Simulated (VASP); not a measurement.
Output of a VASP run:

File OUTCAR:
```
 ion  position               nearest neighbor table
   1  0.000  0.000  0.000-   2 2.71   2 2.71   2 2.71   2 2.71   2 2.71   2 2.71   2 2.71   2 2.71
  LATTYP: Found a simple tetragonal cell.
 ALAT       =     2.7545161510
 C/A-ratio  =     1.3725675736
 Subroutine PRICEL returns:
 Original cell was already a primitive cell.
 Subroutine GETGRP returns: Found 16 space group operations
The static configuration has the point symmetry D_4h.
The dynamic configuration has the point symmetry D_4h.
The overall configuration has the point symmetry D_4h.
 Subroutine INISYM returns: Found 16 space group operations
 Subroutine IBZKPT returns following result:
 Found    216 irreducible k-points:

 Following reciprocal coordinates:
            Coordinates               Weight
  0.000000  0.000000  0.000000      1.000000
  0.066667  0.000000  0.000000      4.000000
  0.133333  0.000000  0.000000      4.000000
  0.200000  0.000000  0.000000      4.000000
  0.266667  0.000000  0.000000      4.000000
  0.333333  0.000000  0.000000      4.000000
  0.400000  0.000000  0.000000      4.000000
  0.466667  0.000000  0.000000      4.000000
  0.066667  0.066667  0.000000      4.000000
  0.133333  0.066667  0.000000      8.000000
  0.200000  0.066667  0.000000      8.000000
  0.266667  0.066667  0.000000      8.000000
  0.333333  0.066667  0.000000      8.000000
  0.400000  0.066667  0.000000      8.000000
  0.466667  0.066667  0.000000      8.000000
  0.133333  0.133333  0.000000      4.000000
  0.200000  0.133333  0.000000      8.000000
  0.266667  0.133333  0.000000      8.000000
  0.333333  0.133333  0.000000      8.000000
  0.400000  0.133333  0.000000      8.000000
  0.466667  0.133333  0.000000      8.000000
  0.200000  0.200000  0.000000      4.000000
  0.266667  0.200000  0.000000      8.000000
  0.333333  0.200000  0.000000      8.000000
  0.400000  0.200000  0.000000      8.000000
  0.466667  0.200000  0.000000      8.000000
  0.266667  0.266667  0.000000      4.000000
  0.333333  0.266667  0.000000      8.000000
  0.400000  0.266667  0.000000      8.000000
  0.466667  0.266667  0.000000      8.000000
  0.333333  0.333333  0.000000      4.000000
  0.400000  0.333333  0.000000      8.000000
  0.466667  0.333333  0.000000      8.000000
  0.400000  0.400000  0.000000      4.000000
  0.466667  0.400000  0.000000      8.000000
  0.466667  0.466667  0.000000      4.000000
  0.000000  0.000000  0.090909      2.000000
  0.066667  0.000000  0.090909      8.000000
  0.133333  0.000000  0.090909      8.000000
  0.200000  0.000000  0.090909      8.000000
   k-points           NKPTS =    216   k-points in BZ     NKDIM =    216   number of bands    NBANDS=     15
   number of dos      NEDOS =    601   number of ions     NIONS =      2
   total plane-waves  NPLWV =  11200
   dimension x,y,z NGX =    20 NGY =   20 NGZ =   28
   dimension x,y,z NGXF=    40 NGYF=   40 NGZF=   56
   ions per type =               1   1
   PREC   = accura    normal or accurate (medium, high low for compatibility)
   ISTART =      0    job   : 0-new  1-cont  2-samecut
   ICHARG =      2    charge: 1-file 2-atom 10-const
   ISPIN  =      2    spin polarized calculation?
   LNONCOLLINEAR =      F non collinear calculations
   LSORBIT =      F    spin-orbit coupling
   INIWAV =      1    electr: 0-lowe 1-rand  2-diag
   ENCUT  =  520.0 eV  38.22 Ry    6.18 a.u.   5.12  5.12  7.03*2*pi/ulx,y,z
   NELM   =    100;   NELMIN=  2; NELMDL= -5     # of ELM steps
   EDIFF  = 0.1E-06   stopping-criterion for ELM
   LREAL  =      F    real-space projection
   NLSPLINE    = F    spline interpolate recip. space projectors
   LMAXMIX     =    6 max onsite mixed and CHGCAR
   VOSKOWN=      0    Vosko Wilk Nusair interpolation
   EDIFFG = 0.1E-05   stopping-criterion for IOM
   NSW    =      0    number of steps for IOM
   NBLOCK =      1;   KBLOCK =      1    inner block; outer block
...
```

OSZICAR:
```
       N       E                     dE             d eps       ncg     rms          rms(c)
DAV:   1     0.927642994922E+02    0.92764E+02   -0.87761E+03 13367   0.131E+03
DAV:   2    -0.116152704714E+02   -0.10438E+03   -0.93305E+02 13394   0.253E+02
DAV:   3    -0.149945706033E+02   -0.33793E+01   -0.32804E+01 16125   0.547E+01
DAV:   4    -0.150298836032E+02   -0.35313E-01   -0.35316E-01 14854   0.482E+00
DAV:   5    -0.150308211338E+02   -0.93753E-03   -0.93871E-03 17071   0.896E-01    0.158E+01
DAV:   6    -0.169480805754E+02   -0.19173E+01   -0.17501E+01 14367   0.891E+01    0.279E+01
DAV:   7    -0.138112922364E+02    0.31368E+01   -0.99115E+00 16565   0.819E+01    0.799E+00
DAV:   8    -0.138182637172E+02   -0.69715E-02   -0.50232E-01 15596   0.105E+01    0.408E+00
DAV:   9    -0.137540399449E+02    0.64224E-01   -0.10018E-01 19264   0.662E+00    0.179E+00
DAV:  10    -0.137436943323E+02    0.10346E-01   -0.38379E-02 19624   0.411E+00    0.688E-01
DAV:  11    -0.137432825970E+02    0.41174E-03   -0.28272E-03 17557   0.832E-01    0.275E-01
DAV:  12    -0.137432753148E+02    0.72822E-05   -0.36776E-04 16765   0.266E-01    0.569E-02
DAV:  13    -0.137433041611E+02   -0.28846E-04   -0.42701E-05 15874   0.952E-02    0.345E-02
DAV:  14    -0.137433013197E+02    0.28414E-05   -0.55214E-06 16709   0.530E-02    0.128E-02
DAV:  15    -0.137433019415E+02   -0.62180E-06   -0.11413E-06 17981   0.197E-02    0.460E-03
DAV:  16    -0.137433009148E+02    0.10267E-05   -0.56074E-07 14069   0.168E-02    0.207E-03
DAV:  17    -0.137433008228E+02    0.91996E-07   -0.47701E-08  7174   0.396E-03
   1 F= -.13743301E+02 E0= -.13743301E+02  d E =0.000000E+00  mag=     3.3533
```

### OUTCAR
```
------------------------ aborting loop because EDIFF is reached ----------------------------------------
  FORCE on cell =-STRESS in cart. coord.  units (eV):
  Direction    XX          YY          ZZ          XY          YZ          ZX
  --------------------------------------------------------------------------------------
  Total       -0.0115818     -0.0115818      0.0280833      0.0000000      0.0000000      0.0000000
  in kB       -0.6468699     -0.6468699      1.5685167      0.0000000      0.0000000      0.0000000
  external PRESSURE =       0.0915923 kB  Pullay stress =       0.0000000 kB
  volume of cell :       28.69
      direct lattice vectors                 reciprocal lattice vectors
     2.754516151  0.000000000  0.000000000     0.363040166  0.000000000  0.000000000
     0.000000000  2.754516151  0.000000000     0.000000000  0.363040166  0.000000000
     0.000000000  0.000000000  3.780759550     0.000000000  0.000000000  0.264497117
 POSITION                                       TOTAL-FORCE (eV/Angst)
 -----------------------------------------------------------------------------------
      0.00000      0.00000      0.00000         0.000000      0.000000      0.000000
      1.37726      1.37726      1.89038         0.000000      0.000000      0.000000
 -----------------------------------------------------------------------------------
    total drift:                               -0.000000      0.000000      0.000000
  FREE ENERGIE OF THE ION-ELECTRON SYSTEM (eV)
  ---------------------------------------------------
  free  energy   TOTEN  =       -13.7433008228 eV

  energy  without entropy=      -13.7433008228  energy(sigma->0) =      -13.74330082

 total charge

# of ion       s       p       d       tot
------------------------------------------
    1        0.395   0.420   6.080   6.895
    2        0.698   0.623   8.040   9.361
--------------------------------------------------
tot          1.093   1.043  14.120  16.256

 magnetization (x)

# of ion       s       p       d       tot
------------------------------------------
    1        0.006  -0.010   3.023   3.018
    2       -0.027  -0.069   0.421   0.325
--------------------------------------------------
tot         -0.021  -0.080   3.444   3.343
```
(Selected blocks of OUTCAR.)

**POSCAR**
```
FePt
1
    2.7545161510     0.0000000000     0.0000000000
    0.0000000000     2.7545161510     0.0000000000
    0.0000000000     0.0000000000     3.7807595499
Fe Pt
1 1
Direct
  0.0000000000   0.0000000000   0.0000000000
  0.5000000000   0.5000000000   0.5000000000
```

Question: Write an INCAR and KPOINTS that could have produced this output.

Answer: One answer among several that fit: the input of the run itself, RPBE GGA, plane waves, VASP's PBE PAW potentials (set 64).

### INCAR
```
ALGO = Normal
EDIFF = 1E-7
ENCUT = 520
GGA = RP
ISIF = 2
ISMEAR = -5
ISPIN = 2
LASPH = .TRUE.
LCHARG = .TRUE.
LMAXMIX = 6
LORBIT = 11
LREAL = .FALSE.
LWAVE = .FALSE.
MAGMOM = 3.0 0.3
NEDOS = 601
NELM = 100
PREC = Accurate
SYSTEM = FePt
```

### KPOINTS
```
Automatic mesh
0
Gamma
15 15 11
0 0 0
```

POTCAR, in this order: Fe Pt (PBE.64 set). Program: vasp_std.

For a metal the tetrahedron method with Blöchl corrections gives inexact stress and forces.

The compound is FePt in the L1_0 structure. It was relaxed first.
